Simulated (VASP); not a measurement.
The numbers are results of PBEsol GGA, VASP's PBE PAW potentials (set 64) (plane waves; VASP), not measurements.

The input files of a VASP run:

**INCAR**
```
LASPH = T   ! aspherical one-centre terms
LWAVE = F
SYSTEM = AlN
NELM = 100   ! most electronic steps
NSW = 1
EDIFF = 1E-8   ! SCF stop (eV)
IBRION = 8   ! DFPT with symmetry
SIGMA = 0.01
ENCUT = 520
ISMEAR = 0   ! Gaussian
LEPSILON = T
LCHARG = F
PREC = Accurate
ALGO = Normal   ! blocked Davidson
LREAL = F   ! projection in real space or not
GGA = PS
```

File KPOINTS:
```
Automatic mesh
0
Gamma
10 10 10
0 0 0
```

### POSCAR
```
AlN
4.3775050
  0.0000000000   0.4999999971   0.4999999971
  0.4999999971   0.0000000000   0.4999999971
  0.4999999971   0.4999999971   0.0000000000
Al N
1 1
Cart
  0.0000000000   0.0000000000   0.0000000000
  0.7499999956   0.7499999956   0.7499999956
```

POTCAR, in this order: Al N (PBE.64 set). Program: vasp_std.

The resulting files:

OUTCAR:
```


 HEAD OF MICROSCOPIC STATIC DIELECTRIC TENSOR (INDEPENDENT PARTICLE, excluding Hartree and local field effects)
 ------------------------------------------------------
           4.832179    -0.000000     0.000000
          -0.000000     4.832179    -0.000000
          -0.000000     0.000000     4.832179
 ------------------------------------------------------

 MACROSCOPIC STATIC DIELECTRIC TENSOR (including local field effects in DFT)
 ------------------------------------------------------
           4.640869    -0.000000    -0.000000
          -0.000000     4.640869     0.000000
           0.000000    -0.000000     4.640869
 ------------------------------------------------------

 PIEZOELECTRIC TENSOR (including local field effects)  for field in x, y, z        (e  Angst)
          XX          YY          ZZ          XY          YZ          ZX
  --------------------------------------------------------------------------------
  x     0.00000     0.00000     0.00000     0.00000     0.80580     0.00000
  y     0.00000    -0.00000     0.00000     0.00000     0.00000     0.80580
  z     0.00000    -0.00000     0.00000     0.80580     0.00000     0.00000

 PIEZOELECTRIC TENSOR (including local field effects)  for field in x, y, z        (C/m^2)
          XX          YY          ZZ          XY          YZ          ZX
  --------------------------------------------------------------------------------
  x     0.00000     0.00000     0.00000     0.00000     0.61563     0.00000
  y     0.00000    -0.00000     0.00000     0.00000     0.00000     0.61563
  z     0.00000    -0.00000     0.00000     0.61563     0.00000     0.00000

 BORN EFFECTIVE CHARGES (including local field effects) (in |e|, cummulative output)
 ---------------------------------------------------------------------------------
 ion    1
    1     2.53370    -0.00000    -0.00000
    2     0.00000     2.53370     0.00000
    3    -0.00000     0.00000     2.53370
 ion    2
    1    -2.53370     0.00000     0.00000
    2     0.00000    -2.53370    -0.00000
    3     0.00000    -0.00000    -2.53370
```
(Selected blocks of OUTCAR.)

The structure comes from a computed database's AlN entry (F-43m); how it stands against other phases isn't given here. It was relaxed first.
